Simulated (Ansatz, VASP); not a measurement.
**One calculation of PdPtC4N4, two programs**

File INCAR:

```
SYSTEM = PdPtC4N4
PREC = Accurate
ENCUT = 520
EDIFF = 1E-6
ISMEAR = 0
SIGMA = 0.1
LREAL = .FALSE.
LASPH = .TRUE.
NELM = 80
ALGO = Normal
ISIF = 2
LWAVE = .FALSE.
LCHARG = .FALSE.
GGA = PE
NBANDS = 39
```

KPOINTS

```
Automatic mesh
0
G
  4 4 4
  0 0 0
```

Contents of POSCAR:

```
PdPtC4N4
1.0
    5.9086026500      0.0000000000      0.0000000000
    0.0000000000      5.9086026500      0.0000000000
    0.0000000000      0.0000000000      5.9086026500
Pd Pt C N
1 1 4 4
Direct
    0.5000000000      0.5000000000      0.5000000000
    0.0000000000      0.0000000000      0.0000000000
    0.1873167900      0.1873167900      0.1873167900
    0.1873167900      0.8126832100      0.8126832100
    0.8126832100      0.1873167900      0.8126832100
    0.8126832100      0.8126832100      0.1873167900
    0.3016415900      0.3016415900      0.3016415900
    0.3016415900      0.6983584100      0.6983584100
    0.6983584100      0.3016415900      0.6983584100
    0.6983584100      0.6983584100      0.3016415900
```

Input for Ansatz:

```yaml
crystal:
  lattice:
    - [5.90860265, 0.0, 0.0]
    - [0.0, 5.90860265, 0.0]
    - [0.0, 0.0, 5.90860265]
  atoms:
    - { symbol: Pd, position: [0.5, 0.5, 0.5] }
    - { symbol: Pt, position: [0.0, 0.0, 0.0] }
    - { symbol: C, position: [0.18731679, 0.18731679, 0.18731679] }
    - { symbol: C, position: [0.18731679, 0.81268321, 0.81268321] }
    - { symbol: C, position: [0.81268321, 0.18731679, 0.81268321] }
    - { symbol: C, position: [0.81268321, 0.81268321, 0.18731679] }
    - { symbol: "N", position: [0.30164159, 0.30164159, 0.30164159] }
    - { symbol: "N", position: [0.30164159, 0.69835841, 0.69835841] }
    - { symbol: "N", position: [0.69835841, 0.30164159, 0.69835841] }
    - { symbol: "N", position: [0.69835841, 0.69835841, 0.30164159] }
basis:
  ecutwfc: 420
kpoints:
  mp_grid: { grid: [4, 4, 4] }
hamiltonian:
  xc: pbe
scf:
  occupations: { method: gaussian, width: 0.1 }
  lower_state_search: "off"
output:
  forces: true
  stress: true
  eigenvalues: true
```

Alike in both runs: task single point; functional PBE; k mesh 4 × 4 × 4; occupations gaussian, width 0.1 eV; no spin polarisation.

|  | VASP | Ansatz |
| --- | --- | --- |
| version | VASP 6.6.1 | Ansatz 0.2.0 |
| potentials or method | VASP PAW PBE potentials, release 64 (Pd, Pt, C, N) | scalar-relativistic, plane waves, PAW |
| plane-wave cutoff (eV) | 520 | 420 |
| valence electrons in the cell | 56 | 72 |

VASP gave:

- gap on the k mesh at the Fermi level (eV): none
- pressure (GPa): 5.1
- rms of the force components (eV/Å): 0.601

**Question.** What did Ansatz give for the same quantities?

**Answer.** gap on the k mesh at the Fermi level (eV): none; pressure (GPa): 4.9; rms of the force components (eV/Å): 0.438.

Atom by atom the forces differ by 0.189 eV/Å (rms over components). A gap of «none» marks a metal or a gap that the smearing closes. The two sets of potentials don't hold the same shells in valence.

Caveats: the standard files for N, O and F lose accuracy on very short bonds; forces of over 1 eV/Å show positions far from the minimum, so gaps and moduli don't describe the material at rest. Spin-orbit coupling is left out, which matters for the levels of Pt.
